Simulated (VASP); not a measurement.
# How SCF threshold and SCF solver change a VASP run on Fe (Iron-alpha), part 2 of 3

How sensitive are energy and pressure of Fe (Iron-alpha) to the SCF threshold and SCF solver? The series runs use r2SCAN. The start is a cell from a database of measured crystal structures.

VASP 6.6.1; r2SCAN, spin-polarised from a ferromagnetic start (one magnetic atom a cell); plane waves and PAW (Fe).

Still holding for the runs below: The cell holds one magnetic atom, so no antiferromagnetic order fits into it. The k-mesh is coarse for a metal.

So far. Step 6 (SCF threshold: EDIFF = 1E-06): Against the run before the energy stays within 0.01 meV an atom; the pressure moves by +0.01 GPa, after 15 cycles in 18 s.

## (7) SCF threshold: EDIFF = 1E-08

INCAR reads:

```
SYSTEM = Fe
PREC = Accurate
ENCUT = 400
EDIFF = 1E-08
NELM = 100
ISMEAR = -1
SIGMA = 0.05
LREAL = .FALSE.
ALGO = Normal
METAGGA = R2SCAN
LASPH = .TRUE.
NBANDS = 10
ISPIN = 2
MAGMOM = 3
LMAXMIX = 4
LORBIT = 11
LWAVE = .FALSE.
LCHARG = .FALSE.
KPAR = 2
ISIF = 2
```

POSCAR reads:

```
Fe
1.0
   -1.4332500000      1.4332500000      1.4332500000
    1.4332500000     -1.4332500000      1.4332500000
    1.4332500000      1.4332500000     -1.4332500000
Fe
1
Direct
    0.0000000000      0.0000000000      0.0000000000
```

KPOINTS reads:

```
Automatic mesh
0
Gamma
9 9 9
0 0 0
```

The projector-augmented-wave data sets are Fe (PBE family, release 64).

Launch:

```
> mpirun -np 2 vasp_std
```

Output:

```text
[... set-up lines as in an earlier step ...]
 entering main loop
       N       E                     dE             d eps       ncg     rms          rms(c)
[... 11 cycles as in an earlier step ...]
DAV:  12    -0.143625263641E+02    0.31269E-04   -0.24805E-05  1608   0.599E-02    0.231E-02
DAV:  13    -0.143625474729E+02   -0.21109E-04   -0.26415E-05  1604   0.446E-02    0.873E-03
DAV:  14    -0.143625431358E+02    0.43371E-05   -0.21768E-06  1532   0.206E-02    0.218E-03
DAV:  15    -0.143625428649E+02    0.27094E-06   -0.49993E-08  1512   0.288E-03    0.257E-03
[...]
DAV:  20    -0.143625428018E+02   -0.56177E-07   -0.38814E-11   722   0.948E-05    0.161E-05
DAV:  21    -0.143625428206E+02   -0.18846E-07   -0.33993E-12   718   0.220E-05    0.581E-06
DAV:  22    -0.143625428155E+02    0.50666E-08   -0.17977E-13   720   0.109E-05
   1 F= -.14362543E+02 E0= -.14360071E+02  d E =-.494452E-02  mag=     2.5700
```

Run time: 27 s. Hardware: 2 MPI ranks of Intel Xeon Platinum 8488C (Sapphire Rapids), shared host; peak memory 0.23 GiB; 51 s of CPU time.

From OUTCAR (step 7):

```text
  Total       -0.2445475     -0.2445475     -0.2445475     -0.0000000     -0.0000000      0.0000000
  in kB      -33.2696351    -33.2696351    -33.2696351     -0.0000000     -0.0000000      0.0000000
  external PRESSURE =     -33.2696351 kB  Pullay stress =       0.0000000 kB

 POSITION                                       TOTAL-FORCE (eV/Angst)
 -----------------------------------------------------------------------------------
      0.00000      0.00000      0.00000         0.000000     -0.000000     -0.000000
 -----------------------------------------------------------------------------------
    total drift:                                0.000000      0.000000     -0.000000

  FREE ENERGIE OF THE ION-ELECTRON SYSTEM (eV)
  ---------------------------------------------------
  free  energy   TOTEN  =       -14.3625428155 eV

  energy  without entropy=      -14.3575982998  energy(sigma->0) =      -14.36007056

[... 3 parts as in an earlier step ...]

[... 1 further part left out ...]
[key lines of the parts left out:]
E-fermi :   5.4979
```

Against the run before the energy stays within 0.01 meV an atom; the pressure moves by -0.06 GPa, after 22 cycles in 27 s.

## (8) The SCF threshold series as a table

This step: convergence of r2SCAN results with the threshold; plane waves and PAW (VASP 6.6.1).

No new run; the numbers come from the runs before.

Differences are taken from the run with EDIFF = 1E-08. Results of the series, by row:

| setting | status | energy less the reference (meV/atom) | pressure (GPa) | moment (μB) | SCF cycles | wall time (s) |
| --- | --- | --- | --- | --- | --- | --- |
| EDIFF = 0.01 | converged | 3.057 | 2.858 | 2.588 | 9 | 9.8 |
| EDIFF = 0.001 | converged | -0.0099 | -4.299 | 2.568 | 11 | 11.4 |
| EDIFF = 1E-04 | converged | 0.01697 | -3.223 | 2.569 | 12 | 17.8 |
| EDIFF = 1E-05 | converged | -7.20e-4 | -3.276 | 2.57 | 14 | 16.8 |
| EDIFF = 1E-06 | converged | -2.00e-5 | -3.268 | 2.57 | 15 | 18.2 |
| EDIFF = 1E-08 | converged | 0 | -3.327 | 2.57 | 22 | 27 |

## (9) SCF solver: ALGO = Normal

This step: r2SCAN, spin-polarised from a ferromagnetic start (one magnetic atom a cell); plane waves and PAW (Fe) (VASP 6.6.1).

All solvers should reach one answer; they differ in cycles and robustness.

Changes to INCAR since step 7:

```diff
@@ -3,3 +3,3 @@
 ENCUT = 400
-EDIFF = 1E-08
+EDIFF = 1E-06
 NELM = 100
```

POSCAR is that of step 7.

KPOINTS is that of step 7.

Launch:

```
> mpirun -np 2 vasp_std
```

Output:

```text
[... set-up lines as in an earlier step ...]
 entering main loop
       N       E                     dE             d eps       ncg     rms          rms(c)
[... 15 cycles as in an earlier step ...]
   1 F= -.14362543E+02 E0= -.14360071E+02  d E =-.494453E-02  mag=     2.5701
```

Elapsed: 17 s, on 2 MPI ranks; peak memory 0.23 GiB; 34 s of CPU time.

OUTCAR, selected parts (step 9):

```text
   NELECT =       8.0000    total number of electrons

 E-fermi :   5.4979

 spin component 1
 k-point     1 :       0.0000    0.0000    0.0000
  band No.  band energies     occupation
    ...
      2       2.4662      1.00000
      3       2.4666      1.00000
      4       2.4666      1.00000
      5       3.6275      1.00000
      6       3.6275      1.00000
      7      31.1215      0.00000
      8      31.1217      0.00000
      9      31.1217      0.00000
     10      35.9484      0.00000

 k-point     2 :       0.1111    0.0000    0.0000
  band No.  band energies     occupation
    ...
      2       2.3433      1.00000
      3       2.4564      1.00000
      4       2.7231      1.00000
      5       3.5216      1.00000
      6       3.6377      1.00000
      7      27.9606      0.00000
      8      30.1620      0.00000
      9      30.6088      0.00000
     10      33.9458      0.00000

[... 13 parts as in an earlier step ...]

[... 14 further parts left out ...]
```

Numbers from this step:

```yaml
scf_cycles: 15
pressure: -3.268 GPa
moment_of_the_cell_from_the_last_line_of_the_log: 2.570 μB
```

The series starts at -14.3601 eV an atom and -3.27 GPa, after 15 cycles in 17 s.

## (10) SCF solver: ALGO = Fast

Changes to INCAR since step 9:

```diff
@@ -8,3 +8,3 @@
 LREAL = .FALSE.
-ALGO = Normal
+ALGO = Fast
 METAGGA = R2SCAN
```

POSCAR is that of step 9.

KPOINTS is that of step 9.

Launch:

```
> mpirun -np 2 vasp_std
```

Output:

```text
[... set-up lines as in an earlier step ...]
 entering main loop
       N       E                     dE             d eps       ncg     rms          rms(c)
[... 5 cycles as in an earlier step ...]
RMM:   6    -0.143374329003E+02    0.11041E+01   -0.46220E+00  1573   0.329E+01    0.759E+00
RMM:   7    -0.143525479353E+02   -0.15115E-01   -0.29911E-01  1609   0.808E+00    0.513E+00
RMM:   8    -0.143678988459E+02   -0.15351E-01   -0.75364E-02  1596   0.238E+00    0.222E+00
RMM:   9    -0.143600204449E+02    0.78784E-02   -0.23043E-02  1573   0.125E+00    0.478E-01
[...]
RMM:  16    -0.143625421487E+02   -0.15511E-05   -0.35116E-07   893   0.666E-03    0.296E-03
RMM:  17    -0.143625431762E+02   -0.10275E-05   -0.11676E-07   768   0.382E-03    0.524E-04
RMM:  18    -0.143625429257E+02    0.25049E-06   -0.15297E-08   591   0.169E-03
   1 F= -.14362543E+02 E0= -.14360071E+02  d E =-.494453E-02  mag=     2.5700
```

Elapsed: 17 s, on 2 MPI ranks; peak memory 0.23 GiB; 32 s of CPU time.

Parts of OUTCAR (step 10):

```text
  Total       -0.2440287     -0.2440287     -0.2440287      0.0000000      0.0000000     -0.0000000
  in kB      -33.1990538    -33.1990538    -33.1990538      0.0000000      0.0000000     -0.0000000
  external PRESSURE =     -33.1990538 kB  Pullay stress =       0.0000000 kB

  FREE ENERGIE OF THE ION-ELECTRON SYSTEM (eV)
  ---------------------------------------------------
  free  energy   TOTEN  =       -14.3625429257 eV

  energy  without entropy=      -14.3575983938  energy(sigma->0) =      -14.36007066

[... 4 parts as in an earlier step ...]

[... 1 further part left out ...]
[key lines of the parts left out:]
E-fermi :   5.4978
```

Against the first of the series the energy stays within 0.01 meV an atom; the pressure moves by -0.05 GPa, after 18 cycles in 17 s.

## (11) SCF solver: ALGO = VeryFast

Changes to INCAR since step 10:

```diff
@@ -8,3 +8,3 @@
 LREAL = .FALSE.
-ALGO = Fast
+ALGO = VeryFast
 METAGGA = R2SCAN
```

POSCAR is that of step 10.

KPOINTS is that of step 10.

Launch:

```
> mpirun -np 2 vasp_std
```

Output:

```text
[... set-up lines as in an earlier step ...]
 entering main loop
       N       E                     dE             d eps       ncg     rms          rms(c)
RMM:   1     0.297423659158E+02    0.29742E+02   -0.18269E+03   700   0.635E+02
RMM:   2    -0.101816997212E+02   -0.39924E+02   -0.34283E+02   700   0.150E+02
RMM:   3    -0.147151861741E+02   -0.45335E+01   -0.22805E+01   700   0.575E+01
RMM:   4    -0.154012124328E+02   -0.68603E+00   -0.17091E+00   700   0.160E+01
[...]
RMM:  20    -0.143625357789E+02   -0.31455E-06   -0.18273E-05  1599   0.407E-02    0.138E-02
RMM:  21    -0.143625432542E+02   -0.74754E-05   -0.29261E-06  1515   0.228E-02    0.306E-03
RMM:  22    -0.143625428267E+02    0.42759E-06   -0.33866E-07   944   0.653E-03
   1 F= -.14362543E+02 E0= -.14360071E+02  d E =-.494460E-02  mag=     2.5701
```

Elapsed: 26 s, on 2 MPI ranks; peak memory 0.23 GiB.

Parts of OUTCAR (step 11):

```text
  Total       -0.2353262     -0.2353262     -0.2353262      0.0000000     -0.0000000     -0.0000000
  in kB      -32.0151115    -32.0151115    -32.0151115      0.0000000     -0.0000000     -0.0000000
  external PRESSURE =     -32.0151115 kB  Pullay stress =       0.0000000 kB

  FREE ENERGIE OF THE ION-ELECTRON SYSTEM (eV)
  ---------------------------------------------------
  free  energy   TOTEN  =       -14.3625428267 eV

  energy  without entropy=      -14.3575982315  energy(sigma->0) =      -14.36007053

[... 4 parts as in an earlier step ...]

[... 1 further part left out ...]
[key lines of the parts left out:]
E-fermi :   5.4978
```

Against the first of the series the energy stays within 0.01 meV an atom; the pressure moves by +0.07 GPa, after 22 cycles in 26 s.

## (12) SCF solver: ALGO = All

Changes to INCAR since step 11:

```diff
@@ -8,3 +8,3 @@
 LREAL = .FALSE.
-ALGO = VeryFast
+ALGO = All
 METAGGA = R2SCAN
```

POSCAR is that of step 11.

KPOINTS is that of step 11.

Launch:

```
> mpirun -np 2 vasp_std
```

Output:

```text
[... set-up lines as in an earlier step ...]
 entering main loop
       N       E                     dE             d eps       ncg     rms           ort
DAV:   1     0.988234479657E+01    0.98823E+01   -0.38913E+03   350   0.107E+03
DAV:   2    -0.149947456915E+02   -0.24877E+02   -0.22589E+02   350   0.125E+02
DAV:   3    -0.154392764506E+02   -0.44453E+00   -0.44146E+00   350   0.219E+01
DAV:   4    -0.154414640417E+02   -0.21876E-02   -0.21870E-02   350   0.142E+00
DAV:   5    -0.154414846900E+02   -0.20648E-04   -0.20648E-04   350   0.133E-01
SDA:   6    -0.110247378257E+02    0.44167E+01   -0.20648E-04   350   0.158E+02   0.000E+00
 gam= 0.000 g(H,U,f)=  0.857E+01 0.680E+01 0.450E+00 ort(H,U,f) = 0.000E+00 0.000E+00 0.000E+00
 gam= 0.000 trial= 0.400  step=  0.3308 mean=  0.4000
CGA:   7    -0.136851250874E+02   -0.26604E+01   -0.26176E+01   350   0.107E+01  -0.528E+00
 gam= 0.067 g(H,U,f)=  0.594E+00 0.453E+00 0.180E-01 ort(H,U,f) =-0.220E+01 0.160E+01 0.668E-01
 gam= 0.067 trial= 0.393  step=  1.0642 mean=  0.3931
[...]
gam= 0.456 trial= 0.585  step=  0.7536 mean=  0.5848
CGA:  15    -0.143625164792E+02   -0.54415E-04   -0.54318E-04   350   0.422E-04   0.189E-05
 gam= 0.288 g(H,U,f)=  0.327E-04 0.546E-05 0.410E-05 ort(H,U,f) =-0.287E-04 0.868E-05 0.219E-04
 gam= 0.288 trial= 0.602  step=  0.9125 mean=  0.6017
CGA:  16    -0.143625364338E+02   -0.19955E-04   -0.19517E-04   350   0.142E-04   0.282E-05
 gam= 0.337 g(H,U,f)=  0.741E-05 0.655E-05 0.252E-06 ort(H,U,f) =-0.130E-06 0.486E-05-0.191E-05
 gam= 0.337 trial= 0.633  step=  0.5512 mean=  0.6328
CGA:  17    -0.143625406290E+02   -0.41953E-05   -0.41802E-05   350   0.282E-05  -0.372E-06
 gam= 0.199 g(H,U,f)=  0.175E-05 0.106E-05 0.156E-07 ort(H,U,f) =-0.188E-05 0.151E-05-0.152E-08
 gam= 0.199 trial= 0.625  step=  1.2405 mean=  0.6246
CGA:  18    -0.143625423154E+02   -0.16864E-05   -0.17061E-05   350   0.800E-06  -0.634E-07
 gam= 0.283 g(H,U,f)=  0.520E-06 0.266E-06 0.134E-07 ort(H,U,f) =-0.473E-06 0.429E-06-0.198E-07
 gam= 0.283 trial= 0.686  step=  0.7754 mean=  0.6862
CGA:  19    -0.143625426241E+02   -0.30865E-06   -0.30331E-06   350   0.250E-06   0.124E-06
 gam= 0.312 g(H,U,f)=  0.189E-06 0.334E-07 0.269E-07 ort(H,U,f) =-0.150E-07 0.132E-06 0.709E-08
 gam= 0.312 trial= 0.695  step=  0.9831 mean=  0.6952
 final diagonalization occupied
   1 F= -.14362543E+02 E0= -.14360070E+02  d E =-.494523E-02  mag=     2.5701
```

Run time: 54 s. Hardware: 2 MPI ranks; peak memory 0.23 GiB; 1.8 min of CPU time.

From OUTCAR (step 12):

```text
  Total       -0.2416684     -0.2416684     -0.2416684     -0.0000000      0.0000000     -0.0000000
  in kB      -32.8779395    -32.8779395    -32.8779395     -0.0000000      0.0000000     -0.0000000
  external PRESSURE =     -32.8779395 kB  Pullay stress =       0.0000000 kB

 POSITION                                       TOTAL-FORCE (eV/Angst)
 -----------------------------------------------------------------------------------
      0.00000      0.00000      0.00000        -0.000000      0.000000      0.000000
 -----------------------------------------------------------------------------------
    total drift:                                0.000000      0.000000     -0.000000

  FREE ENERGIE OF THE ION-ELECTRON SYSTEM (eV)
  ---------------------------------------------------
  free  energy   TOTEN  =       -14.3625426241 eV

  energy  without entropy=      -14.3575973900  energy(sigma->0) =      -14.36007001

[... 3 parts as in an earlier step ...]

[... 1 further part left out ...]
[key lines of the parts left out:]
E-fermi :   5.4979
```

Against the first of the series the energy stays within 0.01 meV an atom; the pressure moves by -0.02 GPa, after 19 cycles in 54 s.

## (13) SCF solver: ALGO = Damped

Changes to INCAR since step 12:

```diff
@@ -8,3 +8,3 @@
 LREAL = .FALSE.
-ALGO = All
+ALGO = Damped
 METAGGA = R2SCAN
```

POSCAR is that of step 12.

KPOINTS is that of step 12.

Launch:

```
> mpirun -np 2 vasp_std
```

Output:

```text
[... set-up lines as in an earlier step ...]
 entering main loop
       N       E                     dE             d eps       ncg     rms           ort
DAV:   1     0.386343776965E+02    0.38634E+02   -0.35411E+03   350   0.107E+03
DAV:   2    -0.591029570267E+01   -0.44545E+02   -0.42240E+02   350   0.187E+02
DAV:   3    -0.139567771772E+02   -0.80465E+01   -0.77677E+01   350   0.843E+01
DAV:   4    -0.153969507186E+02   -0.14402E+01   -0.14239E+01   350   0.358E+01
[...]
DMP:  26    -0.143625406352E+02   -0.24175E-05   -0.15549E-05   350   0.183E-05   0.539E-05
DMP:  27    -0.143625418200E+02   -0.11848E-05   -0.79861E-06   350   0.956E-06   0.272E-05
DMP:  28    -0.143625423879E+02   -0.56794E-06   -0.41637E-06   350   0.494E-06   0.143E-05
 final diagonalization occupied
   1 F= -.14362542E+02 E0= -.14360068E+02  d E =-.494804E-02  mag=     2.5702
```

Wall time 28 s (2 MPI ranks); peak memory 0.23 GiB.

Parts of OUTCAR (step 13):

```text
  Total       -0.2453067     -0.2453067     -0.2453067      0.0000000     -0.0000000     -0.0000000
  in kB      -33.3729089    -33.3729089    -33.3729089      0.0000000     -0.0000000     -0.0000000
  external PRESSURE =     -33.3729089 kB  Pullay stress =       0.0000000 kB

  FREE ENERGIE OF THE ION-ELECTRON SYSTEM (eV)
  ---------------------------------------------------
  free  energy   TOTEN  =       -14.3625423879 eV

  energy  without entropy=      -14.3575943515  energy(sigma->0) =      -14.36006837

[... 4 parts as in an earlier step ...]

[... 1 further part left out ...]
[key lines of the parts left out:]
E-fermi :   5.4972
```

Against the first of the series the energy stays within 0.01 meV an atom; the pressure moves by -0.07 GPa, after 28 cycles in 28 s.

## (14) SCF solver: AMIX = 0.1, BMIX = 0.01

Changes to INCAR since step 13:

```diff
@@ -8,3 +8,3 @@
 LREAL = .FALSE.
-ALGO = Damped
+ALGO = Normal
 METAGGA = R2SCAN
@@ -20 +20,3 @@
 ISIF = 2
+AMIX = 0.1
+BMIX = 0.01
```

POSCAR is that of step 13.

KPOINTS is that of step 13.

Launch:

```
> mpirun -np 2 vasp_std
```

Output:

```text
[... set-up lines as in an earlier step ...]
 entering main loop
       N       E                     dE             d eps       ncg     rms          rms(c)
[... 5 cycles as in an earlier step ...]
DAV:   6    -0.141928017434E+02    0.12487E+01   -0.25902E+00  1480   0.233E+01    0.770E+00
DAV:   7    -0.142807108308E+02   -0.87909E-01   -0.17140E+00  1544   0.177E+01    0.557E+00
DAV:   8    -0.143218910191E+02   -0.41180E-01   -0.44748E-02  1636   0.266E+00    0.529E+00
DAV:   9    -0.143611581264E+02   -0.39267E-01   -0.14498E-01  1552   0.398E+00    0.351E+00
[...]
DAV:  20    -0.143625447846E+02    0.10444E-05   -0.38773E-07   712   0.794E-03    0.235E-03
DAV:  21    -0.143625425671E+02    0.22175E-05   -0.18001E-07   706   0.419E-03    0.184E-03
DAV:  22    -0.143625428281E+02   -0.26102E-06   -0.42291E-08   706   0.260E-03
   1 F= -.14362543E+02 E0= -.14360070E+02  d E =-.494480E-02  mag=     2.5700
```

The job ended after 21 s (2 MPI ranks; peak memory 0.23 GiB).

From OUTCAR (step 14):

```text
  Total       -0.2425587     -0.2425587     -0.2425587      0.0000000     -0.0000000      0.0000000
  in kB      -32.9990590    -32.9990590    -32.9990590      0.0000000     -0.0000000      0.0000000
  external PRESSURE =     -32.9990590 kB  Pullay stress =       0.0000000 kB

  FREE ENERGIE OF THE ION-ELECTRON SYSTEM (eV)
  ---------------------------------------------------
  free  energy   TOTEN  =       -14.3625428281 eV

  energy  without entropy=      -14.3575980267  energy(sigma->0) =      -14.36007043

[... 4 parts as in an earlier step ...]

[... 1 further part left out ...]
[key lines of the parts left out:]
E-fermi :   5.4978
```

Against the first of the series the energy stays within 0.01 meV an atom; the pressure moves by -0.03 GPa, after 22 cycles in 21 s.

(Continued in part 3 of 3.)

[Lines on the potential files, build, host, timing and source positions are cut from VASP's logs without a mark.]

[Logs are printed without paths, hosts, clocks, repeated set-up lines and the standing remarks that a program may print on its own settings, such as how far it seeks lower states.]

[Hosts, paths, dates, database ids (printed as entryN), source tags and the programs' standing remarks are cut or masked in the printed files.]

[A measured line is paired with the nearest computed mode of its activity, which favours agreement.]
